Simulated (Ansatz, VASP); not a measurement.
# Cross-check of V (V(110)) between VASP and Ansatz

Aim: how closely do two programs agree when they are given the same cell, functional and k mesh? Valence electrons are named where the data sets of a main pair hold unlike numbers.

Calculated with Ansatz 0.2.0; plane waves, with VASP 6.6.1 beside it; single point at PBEsol.

### 1. The structure

The cell holds 7 atoms: 7 V. Its edges and angles: a = 2.943 Å, b = 2.549 Å, c = 27.487 Å, α = 90.0°, β = 90.0°, γ = 54.7°. It derives from V. As first built, before any earlier steps moved the atoms (in the runner's words): 7 layers of bcc V, cut at this functional's lattice. Vacuum lies along c.

Structure file:

```
V
1.0
     2.94315    0.00000    0.00000
     1.47158    2.08112    0.00000
     0.00000    0.00000   27.48674
V
7
Direct
  0.00000 0.00000 0.27727
  0.50000 0.00000 0.34863
  0.00000 0.00000 0.42453
  0.50000 0.00000 0.50000
  0.00000 0.00000 0.57547
  0.50000 0.00000 0.65137
  0.00000 0.00000 0.72273
```

### 2. VASP: single point, PBEsol

A single point gives forces, pressure and levels at one fixed geometry, so differences don't come from the geometry; what else differs is listed under the comparison.

Lines of VASP's logs that name or quote its potential files are left out, and so is its time.

Input file INCAR:

```
SYSTEM = V
PREC = Normal
ENCUT = 320
EDIFF = 1E-06
NELM = 120
ISMEAR = 1
SIGMA = 0.15
LREAL = .FALSE.
ALGO = Fast
GGA = PS
NBANDS = 24
LASPH = .TRUE.
LORBIT = 11
LWAVE = .FALSE.
LCHARG = .TRUE.
KPAR = 4
IDIPOL = 3
LDIPOL = .TRUE.
DIPOL = 0.5 0.5 0.5
LVHAR = .TRUE.
LVACPOTAV = .TRUE.
NEDOS = 1500
```

Input file POSCAR:

```
V
1.0
    2.9431527152      0.0000000000      0.0000000000
    1.4715763576      2.0811232430      0.0000000000
    0.0000000000      0.0000000000     27.4867394579
V
7
Direct
    0.0000000000      0.0000000000      0.2772668887
    0.5000000000      0.0000000000      0.3486254653
    0.0000000000      0.0000000000      0.4245303591
    0.5000000000      0.0000000000      0.5000000000
    0.0000000000      0.0000000000      0.5754696409
    0.5000000000      0.0000000000      0.6513745347
    0.0000000000      0.0000000000      0.7227331113
```

Input file KPOINTS:

```
Automatic mesh
0
Gamma
14 14 1
0 0 0
```

PAW data sets: V (PBE family, release 64).

Run with:

```
> mpirun -np 4 vasp_std
```

Numbers of over 12 decimals in the logs are rounded to 6 here.

Output:

```text
[banner, memory and clock lines left out]
running    4 mpi-ranks, on    1 nodes
 distrk:  each k-point on    1 cores,    4 groups
 distr:  one band on    1 cores,    1 groups

 POSCAR found type information on POSCAR V
 POSCAR found :  1 types and       7 ions
|                                                                             |
|               ----> ADVICE to this user running VASP <----                  |
|                                                                             |
|     You enforced a specific xc type in the INCAR file but a different       |
|     [... a line on the potential file left out ...]
|     I HOPE YOU KNOW WHAT YOU ARE DOING!                                     |
|                                                                             |

 LDA part: xc-table for (Slater+PW92), standard interpolation
 POSCAR, INCAR and KPOINTS ok, starting setup
 FFT: planning ... GRIDC
 FFT: planning ... GRID_SOFT
 FFT: planning ... GRID
 WAVECAR not read
 entering main loop
       N       E                     dE             d eps       ncg     rms          rms(c)
DAV:   1     0.218585070159E+03    0.21859E+03   -0.90310E+03  2736   0.100E+03
DAV:   2    -0.371942776775E+02   -0.25578E+03   -0.24476E+03  2768   0.290E+02
DAV:   3    -0.756682112684E+02   -0.38474E+02   -0.35860E+02  4424   0.134E+02
DAV:   4    -0.782475012982E+02   -0.25793E+01   -0.24592E+01  4128   0.496E+01
DAV:   5    -0.783597098825E+02   -0.11221E+00   -0.10951E+00  4544   0.713E+00    0.354E+01
RMM:   6    -0.114556980451E+03   -0.36197E+02   -0.59422E+01  4745   0.184E+02    0.355E+01
RMM:   7    -0.855190392640E+02    0.29038E+02   -0.79633E+01  3452   0.112E+02    0.244E+01
RMM:   8    -0.668492706862E+02    0.18670E+02   -0.96835E+01  2989   0.121E+02    0.168E+01
RMM:   9    -0.648431334449E+02    0.20061E+01   -0.29642E+01  3302   0.472E+01    0.954E+00
RMM:  10    -0.676193470807E+02   -0.27762E+01   -0.26522E+01  4273   0.285E+01    0.100E+01
RMM:  11    -0.676647383732E+02   -0.45391E-01   -0.96191E+00  4672   0.105E+01    0.110E+01
RMM:  12    -0.669685900131E+02    0.69615E+00   -0.17541E+00  3990   0.641E+00    0.104E+01
RMM:  13    -0.659530850332E+02    0.10155E+01   -0.12971E+00  3745   0.749E+00    0.831E+00
RMM:  14    -0.652149474098E+02    0.73814E+00   -0.42825E+00  4500   0.105E+01    0.413E+00
[...]
RMM:  32    -0.651783342250E+02   -0.60229E-05   -0.14643E-04  4314   0.673E-02    0.906E-03
RMM:  33    -0.651783706210E+02   -0.36396E-04   -0.28665E-04  3294   0.291E-02    0.844E-03
RMM:  34    -0.651783664667E+02    0.41544E-05    0.10874E-04  2656   0.244E-02    0.786E-03
RMM:  35    -0.651783738876E+02   -0.74209E-05   -0.67699E-06  2600   0.266E-02    0.700E-03
RMM:  36    -0.651783600120E+02    0.13876E-04    0.16126E-04  2216   0.212E-02    0.509E-03
RMM:  37    -0.651783555528E+02    0.44592E-05    0.49478E-05  2113   0.199E-02    0.521E-03
RMM:  38    -0.651783370506E+02    0.18502E-04    0.16716E-04  2066   0.165E-02    0.544E-03
RMM:  39    -0.651783362383E+02    0.81239E-06    0.97588E-06  2105   0.199E-02
|                                                                             |
|           W    W    AA    RRRRR   N    N  II  N    N   GGGG   !!!           |
|           W    W   A  A   R    R  NN   N  II  NN   N  G    G  !!!           |
|           W    W  A    A  R    R  N N  N  II  N N  N  G       !!!           |
|           W WW W  AAAAAA  RRRRR   N  N N  II  N  N N  G  GGG   !            |
|           WW  WW  A    A  R   R   N   NN  II  N   NN  G    G                |
|           W    W  A    A  R    R  N    N  II  N    N   GGGG   !!!           |
|                                                                             |
|     Did not find any points to average over, which means that no vacuum     |
|     field-free region was found. Please increase the size of  your cell     |
|     in the dimension of the dipole correction to obtain accurate            |
|     workfunction values.                                                    |
|                                                                             |

   1 F= -.65178336E+02 E0= -.65178360E+02  d E =0.726646E-04
```

OUTCAR, selected parts (step 2):

```text
ion  position               nearest neighbor table
   1  0.000  0.000  0.277-   2 2.45   2 2.45   2 2.86   2 2.86
   2  0.500  0.000  0.349-   1 2.45   1 2.45   3 2.55   3 2.55   1 2.86   1 2.86   3 2.95   3 2.95

  LATTYP: Found a base centered orthorhombic cell.
 ALAT       =     2.9431527152
 B/A-ratio  =     1.4142135624
 C/A-ratio  =     9.3392161800

 Subroutine GETGRP returns: Found  8 space group operations
 (whereof  8 operations were pure point group operations)

The static configuration has the point symmetry D_2h.

 Found     57 irreducible k-points:

   k-points           NKPTS =     57   k-points in BZ     NKDIM =     57   number of bands    NBANDS=     24

   dimension x,y,z NGX =    14 NGY =   12 NGZ =  120
   dimension x,y,z NGXF=    28 NGYF=   24 NGZF=  240

   ENCUT  =  320.0 eV  23.52 Ry    4.85 a.u.   4.29  3.72 40.09*2*pi/ulx,y,z

   NELECT =      35.0000    total number of electrons

 k-points in reciprocal lattice and weights: Automatic mesh
   0.00000000  0.00000000  0.00000000       0.005
   0.07142857  0.00000000  0.00000000       0.020
   0.14285714  0.00000000  0.00000000       0.020
   0.21428571  0.00000000  0.00000000       0.020
   0.28571429  0.00000000  0.00000000       0.020
   0.35714286  0.00000000  0.00000000       0.020
   0.42857143  0.00000000  0.00000000       0.020
   0.50000000  0.00000000  0.00000000       0.010
   0.00000000  0.07142857  0.00000000       0.010
[...]
-0.07142857  0.42857143  0.00000000       0.020
   0.00000000  0.50000000  0.00000000       0.005

 dipolmoment           0.000000      0.000000     -0.000000 electrons x Angstroem

 average (electrostatic) potential at core
       1 -43.8995       2 -43.6941       3 -43.6604       4 -43.6239       5 -43.6604
       6 -43.6941       7 -43.8995

 E-fermi :   1.3378

 k-point     1 :       0.0000    0.0000    0.0000
  band No.  band energies     occupation
    ...
     10       0.3854      2.00000
     11       0.7786      2.00000
     12       0.8876      2.00019
     13       0.9182      2.00055
     14       1.1737      2.06467
     15       1.4712     -0.01884
     16       1.5030     -0.06538
     17       1.5206     -0.07090
     18       1.6736     -0.00687
     19       1.6891     -0.00456
    ...

 k-point     2 :       0.0714    0.0000    0.0000
  band No.  band energies     occupation
    ...
     11       0.7801      2.00000
     12       0.8346      2.00002
     13       0.8790      2.00013
     14       1.1733      2.06496
     15       1.3789      0.55486
     16       1.4001      0.35971
     17       1.4947     -0.05852
     18       1.6041     -0.03080
     19       1.6606     -0.00949
     20       1.7482     -0.00076
    ...

 k-point     3 :       0.1429    0.0000    0.0000
  band No.  band energies     occupation
    ...
     13       0.7653      2.00000
     14       1.0826      2.03696
     15       1.1326      2.06572
     16       1.1924      2.04340
     17       1.3004      1.40848
     18       1.4296      0.14953
     19       1.4919     -0.05544
     20       1.7095     -0.00256
     21       1.9176     -0.00000
     22       2.0179     -0.00000
    ...

  Total       -0.6378321     -2.0073089      0.0570934      0.0000000      0.0000000      0.0000000
  in kB       -6.0699220    -19.1025332      0.5433286      0.0000000      0.0000000      0.0000000
  external PRESSURE =      -8.2097088 kB  Pullay stress =       0.0000000 kB

  energy-cutoff  :      320.00
  volume of cell :      168.36
      direct lattice vectors                 reciprocal lattice vectors
     2.943152715  0.000000000  0.000000000     0.339771700 -0.240254873  0.000000000
     1.471576358  2.081123243  0.000000000     0.000000000  0.480509746  0.000000000
     0.000000000  0.000000000 27.486739458     0.000000000  0.000000000  0.036381179

 POSITION                                       TOTAL-FORCE (eV/Angst)
 -----------------------------------------------------------------------------------
      0.00000      0.00000      7.62116         0.000000      0.000000     -0.032952
      1.47158      0.00000      9.58258        -0.000000     -0.000000      0.042176
      0.00000      0.00000     11.66896        -0.000000      0.000000     -0.003217
      1.47158      0.00000     13.74337        -0.000000      0.000000      0.000000
      0.00000      0.00000     15.81778        -0.000000     -0.000000      0.003217
      1.47158      0.00000     17.90416         0.000000      0.000000     -0.042176
      0.00000      0.00000     19.86558         0.000000     -0.000000      0.032952
 -----------------------------------------------------------------------------------
    total drift:                                0.000000      0.000000     -0.000000

  FREE ENERGIE OF THE ION-ELECTRON SYSTEM (eV)
  ---------------------------------------------------
  free  energy   TOTEN  =       -65.1783362383 eV

  energy  without entropy=      -65.1784089028  energy(sigma->0) =      -65.17836046

 vacuum level on the upper side and lower side of the slab         6.197         6.197

 total charge
# of ion       s       p       d       tot
------------------------------------------
    1        0.594   0.502   3.624   4.720
    2        0.621   0.737   3.680   5.038
    3        0.608   0.703   3.635   4.946
    4        0.611   0.693   3.657   4.961
    5        0.608   0.703   3.635   4.946
    6        0.621   0.737   3.680   5.038
    7        0.594   0.502   3.624   4.720
--------------------------------------------------
tot          4.255   4.578  25.535  34.368

[... 3 further parts left out ...]
```

This run has no spin polarisation, so a moment on V, if there is one, isn't seen. Its electron count is odd, so without a moment it is a metal by construction. The PAW data sets were made with PBE, which is usual practice but a small mismatch for other functionals. The data set V keeps the semicore shell frozen, which is cheaper and a little less accurate.

[end of part 1 of 2]

[Lines on the potential files, build, host, timing and source positions are cut from VASP's logs without a mark.]

[Logs are printed without paths, hosts, clocks, repeated set-up lines and the standing remarks that a program may print on its own settings, such as how far it seeks lower states.]

[Hosts, paths, dates, database ids (printed as entryN), source tags and the programs' standing remarks are cut or masked in the printed files.]
